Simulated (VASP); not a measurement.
A cell of HfN (rock salt) near equilibrium:

```yaml
crystal:
  lattice:
    - [0.00000, 2.24524, 2.24524]
    - [2.24524, 0.00000, 2.24524]
    - [2.24524, 2.24524, 0.00000]
  atoms:
    - { symbol: Hf, position: [0.00000, 0.00000, 0.00000] }
    - { symbol: N, position: [0.50000, 0.50000, 0.50000] }
```

Computed with PBEsol GGA, VASP's PBE PAW potentials (set 64) (plane waves; VASP).

```
run               ΔE (meV/atom)    σxx    σyy    σzz  largest shear component, with its sign (GPa)  largest force (eV/Å)
----------------  -------------  -----  -----  -----  --------------------------------------------  --------------------
as it is                    0.0  -0.14  -0.14  -0.14                                          0.00                 0.000
after one change            2.0   0.11  -0.13  -0.13                                          0.00                 0.322
```
Stress is in GPa, positive when the cell is compressed.

Q: Name the change that produced these shifts.
(A) uniaxial strain of +1.0 % along x
(B) atom 1 (Hf) moved by 0.025 Å along x
(C) uniaxial strain of -1.5 % along z
(D) biaxial strain of +2.0 % in the xz plane

A: B, atom 1 (Hf) moved by 0.025 Å along x

The compound is HfN in the rock salt structure. The electron count is odd and the run is not spin-polarised, which forces a metal.
